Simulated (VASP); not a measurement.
OSZICAR of a VASP run on AlN (wurtzite):

File OSZICAR:
```
       N       E                     dE             d eps       ncg     rms          rms(c)
DAV:   1     0.596949341809E+02    0.59695E+02   -0.83241E+03  1512   0.134E+03
DAV:   2    -0.312551245260E+02   -0.90950E+02   -0.82421E+02  2172   0.252E+02
DAV:   3    -0.358143881756E+02   -0.45593E+01   -0.45334E+01  1988   0.614E+01
DAV:   4    -0.358541904124E+02   -0.39802E-01   -0.39788E-01  1776   0.638E+00
DAV:   5    -0.358547198514E+02   -0.52944E-03   -0.52942E-03  1936   0.738E-01    0.119E+01
DAV:   6    -0.313511397514E+02    0.45036E+01   -0.15362E+01  1844   0.315E+01    0.429E+00
DAV:   7    -0.313191043230E+02    0.32035E-01   -0.60736E-01  1688   0.662E+00    0.286E+00
DAV:   8    -0.312871030920E+02    0.32001E-01   -0.74645E-02  1744   0.300E+00    0.439E-01
DAV:   9    -0.312829559757E+02    0.41471E-02   -0.15973E-02  1936   0.973E-01    0.235E-01
DAV:  10    -0.312832430750E+02   -0.28710E-03   -0.12450E-03  1812   0.294E-01    0.144E-01
DAV:  11    -0.312831705593E+02    0.72516E-04   -0.19398E-04  1776   0.117E-01    0.273E-02
DAV:  12    -0.312831706820E+02   -0.12269E-06   -0.35216E-06  1812   0.214E-02    0.721E-03
DAV:  13    -0.312831701378E+02    0.54421E-06   -0.37211E-06  1844   0.161E-02    0.248E-03
DAV:  14    -0.312831701662E+02   -0.28456E-07   -0.95187E-08   948   0.296E-03
   1 F= -.31283170E+02 E0= -.31283170E+02  d E =-.887801E-15
```

Q: Which electronic solver shows in the log?

A: It is blocked Davidson (ALGO = Normal, or the opening steps of other solvers). The INCAR had ALGO = Normal.

Q: Can the final energy be trusted as converged?

A: Self-consistency was reached. It stopped with EDIFF = 1E-7, NELM = 100 (PBEsol GGA, plane waves, VASP's PBE PAW potentials (set 64)).

The compound is AlN in the wurtzite structure. This cell was strained or had an atom moved on purpose.
